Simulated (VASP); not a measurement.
The system is GaN.

```xyz
4
Lattice="3.1900 0.0000 0.0000 -1.5950 2.7626 0.0000 0.0000 0.0000 5.1890" Properties=species:S:1:pos:R:3 pbc="T T T"
Ga    1.5950    0.9209    0.0000
Ga    0.0000    1.8417    2.5945
N     1.5950    0.9209    1.9459
N     0.0000    1.8417    4.5404
```

Base run:

- Program: VASP 6.6.1
- Functional: TB-mBJ
- Potentials or basis: VASP PAW PBE potentials, release 64 (Ga_d, N)
- Cutoff: 520 eV
- k mesh: 8 × 8 × 5
- Occupations: fermi-dirac, width 0.05 eV
- Spin: no spin polarisation

Its results: band gap on the k mesh 3.08 eV, direct.

Question: The run is repeated on the same cell with these changes: functional from TB-mBJ to PBE. What comes out?

Answer: Band gap on the k mesh 1.90 eV, direct.

Caveats: an odd mesh through Γ misses points on the zone boundary, where band edges often lie.

Not every run made on this cell is shown here.
